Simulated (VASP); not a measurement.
Molecule: Si5O4H12, in a box.

```
Si O H
1.0
    15.00000    0.00000    0.00000
     0.00000   15.00000    0.00000
     0.00000    0.00000   15.00000
Si O H
5 4 12
Direct
  0.50001 0.50002 0.49999
  0.49719 0.68032 0.39751
  0.68630 0.41950 0.45727
  0.47092 0.52567 0.70374
  0.34557 0.37455 0.44150
  0.48328 0.57377 0.42210
  0.60520 0.47437 0.50788
  0.46732 0.54169 0.59475
  0.44426 0.41023 0.47520
  0.48180 0.69071 0.29993
  0.43201 0.73592 0.44811
  0.58974 0.70929 0.42023
  0.77196 0.44719 0.49925
  0.68786 0.44164 0.36017
  0.67350 0.32144 0.46834
  0.44937 0.43091 0.72556
  0.56150 0.54760 0.73862
  0.40345 0.58573 0.74505
  0.33282 0.39507 0.34497
  0.27311 0.41810 0.49416
  0.34282 0.27627 0.45567
```

Base run:

| Item | Value |
| --- | --- |
| Program | VASP 6.6.1 |
| Functional | LDA |
| Potentials or basis | VASP PAW LDA potentials, release 64 (Si, O, H) |
| Cutoff | 400 eV |
| k mesh | 1 × 1 × 1 |
| Occupations | gaussian, width 0.02 eV |
| Spin | no spin polarisation |

Its results: gap between the frontier levels 5.76 eV; largest force 0.452 eV/Å.

Problem. The run is repeated on the same cell with these changes: functional from LDA to PBE; potentials or basis from VASP PAW LDA potentials, release 64 (Si, O, H) to VASP PAW PBE potentials, release 64 (Si, O, H). What comes out?

Solution. Gap between the frontier levels 5.94 eV; largest force 0.035 eV/Å.

